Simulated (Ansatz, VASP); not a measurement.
# Two plane-wave programs on CuAs

File INCAR:

```
SYSTEM = CuAs
PREC = Accurate
ENCUT = 520
EDIFF = 1E-6
ISMEAR = 0
SIGMA = 0.15
LREAL = .False.
LASPH = .True.
NELM = 60
ALGO = Normal
ISIF = 2
LWAVE = .False.
LCHARG = .True.
LELF = .True.
LVHAR = .True.
NBANDS = 24
```

KPOINTS

```
regular mesh
0
Gamma
  15 15 10
  0 0 0
```

POSCAR

```
CuAs
1.0
    3.7870524322      0.0000000000      0.0000000000
   -1.8935262161      3.2796836117      0.0000000000
    0.0000000000      0.0000000000      4.5811973272
Cu As
2 2
Direct
    0.0000000000      0.0000000000      0.5000000000
    0.0000000000      0.0000000000      0.0000000000
    0.6666666667      0.3333333333      0.7500000000
    0.3333333333      0.6666666667      0.2500000000
```

Input for Ansatz:

```yaml
crystal:
  lattice:
    - [3.7870524322, 0.0, 0.0]
    - [-1.8935262161, 3.2796836117, 0.0]
    - [0.0, 0.0, 4.5811973272]
  atoms:
    - { symbol: Cu, position: [0.0, 0.0, 0.5] }
    - { symbol: Cu, position: [0.0, 0.0, 0.0] }
    - { symbol: As, position: [0.6666666667, 0.3333333333, 0.75] }
    - { symbol: As, position: [0.3333333333, 0.6666666667, 0.25] }
basis:
  ecutwfc: 520.0
kpoints:
  mp_grid: { grid: [15, 15, 10] }
hamiltonian:
  xc: lda
scf:
  occupations: { method: gaussian, width: 0.15 }
output:
  forces: true
  stress: true
  eigenvalues: true
```

Alike in both runs: task single point; functional LDA; k mesh 15 × 15 × 10; occupations gaussian, width 0.15 eV; no spin polarisation.

|  | VASP | Ansatz |
| --- | --- | --- |
| version | VASP 6.6.1 | Ansatz 0.2.0 |
| potentials or method | VASP PAW LDA potentials, release 64 (Cu, As) | scalar-relativistic, plane waves, PAW |
| plane-wave cutoff (eV) | 520 | 520 |
| valence electrons in the cell | 32 | 68 |

VASP gave:

| Property | Result |
| --- | --- |
| gap on the k mesh at the Fermi level (eV) | none |
| pressure (GPa) | 9.1 |
| largest component of the traceless stress (GPa) | 6.94 |

Question: Which values does Ansatz return?

Answer: gap on the k mesh at the Fermi level (eV): none; pressure (GPa): 8.6; largest component of the traceless stress (GPa): 6.94.

A gap of «none» marks a metal or a gap that the smearing closes. The two sets of potentials don't hold the same shells in valence.
